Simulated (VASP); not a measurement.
Given:

```xyz
4
Lattice="1.5750 -2.7281 0.0000 1.5750 2.7281 0.0000 0.0000 0.0000 5.0786" Properties=species:S:1:pos:R:3 pbc="T T T"
Al     1.5750    -0.9094     2.5435
Al     1.5750     0.9094     0.0042
N      1.5750    -0.9094     4.4752
N      1.5750     0.9094     1.9359
```

Level of theory: vdW-DF2, VASP's PBE PAW potentials (set 64) (plane waves; VASP). Numerical set-up: 520 eV cut-off, 9×9×5 Γ-centred mesh, tetrahedra with Blöchl corrections, potentials Al N.

The cores are frozen, which limits the accuracy of field gradients.

Give the principal components of the electric field gradient (V/Å²) and the asymmetry η at each nucleus.

| atom | Vxx | Vyy | Vzz | η |
|---|---|---|---|---|
| Al1 | -2.3 | -2.3 | 4.7 | 0.00 |
| Al2 | -2.3 | -2.3 | 4.7 | 0.00 |
| N3 | -0.1 | -0.1 | 0.3 | - |
| N4 | -0.1 | -0.1 | 0.3 | - |

The compound is AlN in the wurtzite structure. It was relaxed first.
